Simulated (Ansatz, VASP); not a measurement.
## Two plane-wave programs on W3O

```xyz
4
Lattice="3.7874 0.0000 0.0000 0.0000 3.7874 0.0000 0.0000 0.0000 3.7874" Properties=species:S:1:pos:R:3 pbc="T T T"
W     0.0000    1.8937    1.8937
W     1.8937    0.0000    1.8937
W     1.8937    1.8937    0.0000
O     0.0000    0.0000    0.0000
```

Alike in both runs: task relaxation of cell and atoms; functional PBE; k mesh 4 × 4 × 4; occupations gaussian, width 0.1 eV; no spin polarisation.

|  | VASP | Ansatz |
| --- | --- | --- |
| version | VASP 6.6.1 | Ansatz 0.2.0 |
| potentials or method | VASP PAW PBE potentials, release 64 (W_sv, O) | scalar-relativistic, plane waves, PAW |
| plane-wave cutoff (eV) | 600 | 420 |
| valence electrons in the cell | 48 | 48 |

|  | VASP | Ansatz | Ansatz less VASP |
| --- | --- | --- | --- |
| gap on the k mesh at the Fermi level, each at its own relaxed structure (eV) | none | none | - |
| relaxed volume (Å³/atom) | 14.73 | 14.68 | -0.051 |
| relaxed cell length with the largest relative difference (Å) | 3.891 | 3.886 | -0.0045 |
| energy change over the relaxation (meV/atom) | -76 | -72 | +4.5 |

A gap of «none» marks a metal or a gap that the smearing closes.

Caveats: the k mesh is coarse (spacing up to 0.41 Å⁻¹), so the values aren't converged. The runs have no spin-orbit coupling, so splittings on W are missing.
